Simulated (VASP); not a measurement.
```yaml
crystal:
  lattice:
    - [0.00000, 1.98336, 1.98336]
    - [1.98336, 0.00000, 1.98336]
    - [1.98336, 1.98336, 0.00000]
  atoms:
    - { symbol: Pt, position: [0.00000, 0.00000, 0.00000] }
```

Method: PBE GGA, VASP's PBE PAW potentials (set 64) (plane waves; VASP). Numerical set-up: PREC = Normal, EDIFF = 1E-5, 400 eV cut-off, 18×18×18 Γ-centred mesh, first-order Methfessel-Paxton smearing of 0.10 eV, potentials Pt.

Unless said otherwise, spin-orbit coupling is left out, though it shifts the bands of the heavy elements here.

Task: Predict the energy per atom (σ→0), band gap (on the k-mesh) with the smallest direct gap where there is one.

Result: 
* **band gap (on the k-mesh)**: none (metal, semimetal or under 0.01 eV)
* **energy per atom (σ→0)**: -6.094 eV/atom

The absolute energy has meaning only against runs of the same code, potentials and settings.

The compound is Pt in the fcc structure. It was relaxed first.
